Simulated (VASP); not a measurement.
A convergence study with VASP on NiSi$_{2}$ (fluorite): one setting is varied, all else stays as given below, so the limit is that of these other settings. Each run relaxes cell and ions from the cell shown. The basis is that of the starting cell, so low cut-offs carry a Pulay error.

```
NiSi2
1.0
    0.00000     2.70500     2.70500
    2.70500     0.00000     2.70500
    2.70500     2.70500     0.00000
Si Ni
2 1
Direct
  0.25000   0.25000   0.25000
  0.75000   0.75000   0.75000
  0.00000   0.00000   0.00000
```

Computed with PBEsol GGA, VASP's PBE PAW potentials (set 64) (plane waves; VASP 6.6.1). The tightest run used: 700 eV cut-off, 8×8×8 Γ-centred mesh, first-order Methfessel-Paxton smearing of 0.10 eV, potentials Si Ni.

Task: The settings run are ENCUT = 200; ENCUT = 250; ENCUT = 300; ENCUT = 350; ENCUT = 400; ENCUT = 450; ENCUT = 500; ENCUT = 550; ENCUT = 600; ENCUT = 650; ENCUT = 700. From which on does the relaxed volume stay within 0.05 Å³/atom of the tightest run?

Result: From ENCUT = 300 on: it is off by 0.019 there and by no more than 0.05 in any finer run, while ENCUT = 250 is off by 0.254.
```csv
setting,relaxed volume (Å³/atom),E (eV/atom),plane waves,difference judged (Å³/atom)
ENCUT = 200,11.824,-6.3144,266,1.199
ENCUT = 250,12.769,-6.3118,363,0.254
ENCUT = 300,13.004,-6.3247,489,0.019
ENCUT = 350,13.005,-6.3266,609,0.018
ENCUT = 400,13.010,-6.3260,730,0.013
ENCUT = 450,13.021,-6.3254,881,0.002
ENCUT = 500,13.024,-6.3252,1036,0.001
ENCUT = 550,13.022,-6.3252,1211,0.001
ENCUT = 600,13.021,-6.3252,1363,0.002
ENCUT = 650,13.022,-6.3252,1524,0.001
ENCUT = 700,13.023,-6.3252,1687,0.000
```

Left out are rungs that failed or repeat a setting and relaxations that didn't move; long series are thinned to 24 rows.

The compound is NiSi2 in the fluorite structure. The run is not spin-polarised, so no magnetic state was tried.
